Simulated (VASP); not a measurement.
Energy against volume of La (dhcp). Method: PBEsol GGA, VASP's PBE PAW potentials (set 64) (plane waves; VASP). Numerical set-up: 520 eV cut-off, 10×10×3 Γ-centred mesh, first-order Methfessel-Paxton smearing of 0.10 eV, potentials La.

Shape and ions are relaxed at each volume.

```
V (Å³/atom)  E (eV/atom)
-----------  -----------
31.915          -5.32845
32.934          -5.33839
33.952          -5.34262
34.971          -5.34157
```

### Question
Fit these four points and predict the energy of the run at 35.989 Å³/atom.

### Answer
A cubic in V^(−2/3), the third-order Birch-Murnaghan form, passes through the four points with V0 = 34.25 Å³/atom and B0 = 27 GPa, and gives -5.3356 eV/atom there. The run gave -5.3359 eV/atom, -0.2 meV/atom from the fit; all five points give B0 = 27 GPa.

The compound is La in the dhcp structure. It was relaxed first, which changed the volume by -8 %.
